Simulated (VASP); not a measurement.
Given:

```xyz
64
Lattice="10.9371 0.0000 0.0000 0.0000 10.9371 0.0000 0.0000 0.0000 10.9371" Properties=species:S:1:pos:R:3 pbc="T T T"
Si     5.4685     0.0000     0.0000
Si     6.8357     1.3671     1.3671
Si     8.2028     2.7343     0.0000
Si     9.5699     4.1014     1.3671
Si     8.2028     0.0000     2.7343
Si     9.5699     1.3671     4.1014
Si     0.0000     0.0000     0.0000
Si     1.3671     1.3671     1.3671
Si     2.7343     2.7343     0.0000
Si     4.1014     4.1014     1.3671
Si     5.4685     5.4685     0.0000
Si     6.8357     6.8357     1.3671
Si     8.2028     8.2028     0.0000
Si     9.5699     9.5699     1.3671
Si     2.7343     0.0000     2.7343
Si     4.1014     1.3671     4.1014
Si     5.4685     2.7343     2.7343
Si     6.7872     4.0651     4.1160
Si     8.2028     5.4685     2.7343
Si     9.5699     6.8357     4.1014
Si     5.4685     0.0000     5.4685
Si     6.8357     1.3671     6.8357
Si     8.2028     2.7343     5.4685
Si     9.5699     4.1014     6.8357
Si     8.2028     0.0000     8.2028
Si     9.5699     1.3671     9.5699
Si     0.0000     5.4685     0.0000
Si     1.3671     6.8357     1.3671
Si     2.7343     8.2028     0.0000
Si     4.1014     9.5699     1.3671
Si     0.0000     2.7343     2.7343
Si     1.3671     4.1014     4.1014
Si     2.7343     5.4685     2.7343
Si     4.0546     6.8053     4.0775
Si     5.4685     8.2028     2.7343
Si     6.8357     9.5699     4.1014
Si     0.0000     0.0000     5.4685
Si     1.3671     1.3671     6.8357
Si     2.7343     2.7343     5.4685
Si     4.1371     4.0521     6.7979
Si     6.8644     6.8057     6.8299
Si     8.2028     8.2028     5.4685
Si     9.5699     9.5699     6.8357
Si     2.7343     0.0000     8.2028
Si     4.1014     1.3671     9.5699
Si     5.4685     2.7343     8.2028
Si     6.8357     4.1014     9.5699
Si     8.2028     5.4685     8.2028
Si     9.5699     6.8357     9.5699
Si     0.0000     8.2028     2.7343
Si     1.3671     9.5699     4.1014
Si     0.0000     5.4685     5.4685
Si     1.3671     6.8357     6.8357
Si     2.7343     8.2028     5.4685
Si     4.1014     9.5699     6.8357
Si     0.0000     2.7343     8.2028
Si     1.3671     4.1014     9.5699
Si     2.7343     5.4685     8.2028
Si     4.1014     6.8357     9.5699
Si     5.4685     8.2028     8.2028
Si     6.8357     9.5699     9.5699
Si     0.0000     8.2028     8.2028
Si     1.3671     9.5699     9.5699
O      5.4475     5.4726     5.4297
```
Cell charge +2.

Calculation: PBE GGA, VASP's PBE PAW potentials (set 64) (plane waves; VASP 6.6.1). Settings: PREC = Normal, LREAL = Auto, ISYM = 0, NELECT = 256.0, EDIFF = 1E-5, 400 eV cut-off, 1×1×1 Γ-centred mesh, Gaussian smearing of 0.050 eV, potentials Si O.

At this cut-off the stress carries a Pulay error, which pulls relaxed volumes low. The cell is charged, with a uniform compensating background. The supercell is sampled at Γ alone, which is coarse: total energies, pressure and levels can be off, energies of defects by several tenths of an eV.

**Question.** The ions are relaxed. Which structure does the run end with?

**Answer.** 
```xyz
64
Lattice="10.9371 0.0000 0.0000 0.0000 10.9371 0.0000 0.0000 0.0000 10.9371" Properties=species:S:1:pos:R:3 pbc="T T T"
Si     5.4606     0.0056     0.0066
Si     6.8427     1.3837     1.3866
Si     8.1866     2.7310    10.9367
Si     9.5298     4.1176     1.4133
Si     8.1857    10.9329     2.7396
Si     9.5235     1.4174     4.1245
Si    10.9308    10.9315    10.9326
Si     1.3688     1.3684     1.3760
Si     2.7178     2.7166    10.9045
Si     4.0923     4.0900     1.3526
Si     5.4599     5.4593    10.9346
Si     6.8547     6.8535     1.3795
Si     8.2132     8.2113     0.0096
Si     9.5880     9.5855     1.3962
Si     2.7219    10.9000     2.7273
Si     4.0946     1.3587     4.0919
Si     5.4464     2.7338     2.7326
Si     6.5839     4.2193     4.1990
Si     8.1060     5.4664     2.8081
Si     9.5645     6.8406     4.1246
Si     5.4586    10.9330     5.4611
Si     6.8492     1.3836     6.8509
Si     8.0943     2.8185     5.4686
Si     9.5634     4.1247     6.8403
Si     8.2095     0.0074     8.2077
Si     9.5861     1.3927     9.5828
Si     0.0065     5.4589     0.0064
Si     1.3856     6.8401     1.3884
Si     2.7314     8.1851     0.0000
Si     4.1185     9.5292     1.4126
Si    10.9022     2.7208     2.7271
Si     1.3614     4.0942     4.0927
Si     2.7385     5.4446     2.7344
Si     4.2249     6.5820     4.2011
Si     5.4685     8.1065     2.8082
Si     6.8428     9.5657     4.1238
Si     0.0079     0.0059     5.4614
Si     1.3897     1.3900     6.8408
Si     2.7461     2.7442     5.4474
Si     4.2171     4.2140     6.6038
Si     6.9313     6.9346     6.9466
Si     8.2139     8.2135     5.4841
Si     9.5954     9.5945     6.8570
Si     2.7358    10.9331     8.1838
Si     4.1186     1.4116     9.5289
Si     5.4682     2.8107     8.1120
Si     6.8460     4.1219     9.5714
Si     8.2214     5.4821     8.2259
Si     9.6002     6.8616     9.5976
Si    10.9345     8.1833     2.7411
Si     1.4210     9.5199     4.1253
Si    10.9334     5.4580     5.4606
Si     1.3866     6.8471     6.8507
Si     2.8233     8.0923     5.4698
Si     4.1262     9.5640     6.8423
Si    10.9338     2.7370     8.1826
Si     1.4133     4.1175     9.5279
Si     2.8136     5.4663     8.1114
Si     4.1229     6.8458     9.5703
Si     5.4833     8.2236     8.2285
Si     6.8632     9.5999     9.5987
Si     0.0095     8.2076     8.2071
Si     1.3929     9.5861     9.5841
O      5.1094     5.1061     5.0511
```
Cell charge +2.

**Question.** How much energy does the relaxation gain?

**Answer.** The energy (σ→0) changes by -16.1 meV/atom, in 40 ionic steps.

```tsv
step	E(σ→0) (eV)	max force (eV/Å)	pressure (GPa)	volume (Å³)
1	-351.3957	1.348	-2.60	1308.29
2	-351.6792	0.864	-2.72	1308.29
3	-351.7815	0.850	-2.83	1308.29
4	-351.9685	0.474	-2.96	1308.29
5	-351.9988	0.347	-3.02	1308.29
6	-352.0436	0.147	-3.01	1308.29
7	-352.0456	0.163	-3.01	1308.29
8	-352.0587	0.182	-3.01	1308.29
9	-352.0648	0.199	-3.00	1308.29
10	-352.0769	0.232	-3.00	1308.29
11	-352.0982	0.309	-2.99	1308.29
12	-352.1023	0.325	-2.98	1308.29
13	-352.1147	0.352	-2.98	1308.29
14	-352.1352	0.393	-2.96	1308.29
15	-352.1389	0.450	-2.91	1308.29
16	-352.1445	0.425	-2.94	1308.29
17	-352.1628	0.427	-2.94	1308.29
18	-352.2047	0.456	-2.92	1308.29
19	-352.1999	0.920	-2.86	1308.29
20	-352.2199	0.530	-2.90	1308.29
21	-352.2530	0.478	-2.90	1308.29
22	-352.3075	0.322	-2.91	1308.29
23	-352.3017	0.382	-2.88	1308.29
24	-352.3132	0.315	-2.90	1308.29
25	-352.3508	0.206	-2.88	1308.29
```

The cell is a supercell with a defect, built from Si (diamond): O_Si, charge +2. The run is not spin-polarised, so no state with unpaired spins was tried.
